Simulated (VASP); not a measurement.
A run of VASP 6.6.1:

File INCAR:

```
SYSTEM = TiP4W3
PREC = Accurate
ENCUT = 520
EDIFF = 1E-5
ISMEAR = -1
SIGMA = 0.05
LREAL = Auto
LASPH = .TRUE.
NELM = 100
ALGO = Normal
ISIF = 2
LWAVE = .FALSE.
LCHARG = .FALSE.
GGA = PE
NBANDS = 88
ISYM = 0
IBRION = 0
NSW = 40
POTIM = 3.0
TEBEG = 300.0
TEEND = 300.0
NELMIN = 4
RANDOM_SEED = 43415 0 0
MDALGO = 3
LANGEVIN_GAMMA = 30 30 30
```

Contents of KPOINTS:

```
Automatic mesh
0
Gamma
  1 1 1
  0.25 0.25 0.25
```

POSCAR

```
TiP4W3
1.0
    6.4402430000     -0.2009890000      0.1779060000
   -0.2009890000      6.6150230000      0.0195660000
    0.1779060000      0.0195660000      6.4856700000
Ti P W
2 8 6
Direct
    0.8269983562      0.0721426868      0.6239388204
    0.9711457450      0.0016694650      0.1454650840
    0.2455175354      0.3029337068      0.1610525589
    0.1320934309      0.9284112990      0.4876736617
    0.6165973114      0.8280650394      0.3822733573
    0.6232008590      0.0006585483      0.9905809931
    0.6652481889      0.5867135249      0.1150366594
    0.8313038548      0.2923481655      0.3158739831
    0.5801132318      0.3295292952      0.7690914818
    0.2111845786      0.7018531139      0.7799355332
    0.2482943370      0.6776443833      0.1453994656
    0.4794776273      0.4486203426      0.4143189192
    0.6106984014      0.7018569157      0.7535177744
    0.9473767026      0.5725118672      0.5435023697
    0.2998126150      0.0677886520      0.8374703351
    0.9712983526      0.4314517867      0.9303122537
```

Potentials or basis: VASP PAW PBE potentials, release 64 (Ti_sv, P, W_sv).

Run with:

```sh
$ cat potpaw_PBE.64/Ti_sv/POTCAR potpaw_PBE.64/P/POTCAR potpaw_PBE.64/W_sv/POTCAR > POTCAR
$ mpirun -np 1 vasp_std > vasp.out
```

Hardware: 1 thread of Intel(R) Xeon(R) Platinum 8375C CPU @ 2.90GHz (Ice Lake) (shared host).

**Question.** How long does it take, and how much memory?

**Answer.** Run time: 30 min on 1 thread of Intel(R) Xeon(R) Platinum 8375C CPU @ 2.90GHz (Ice Lake), with other jobs on the host, peak memory 0.39 GiB. Counts: scf iterations 297, k points 1, ion steps 40.
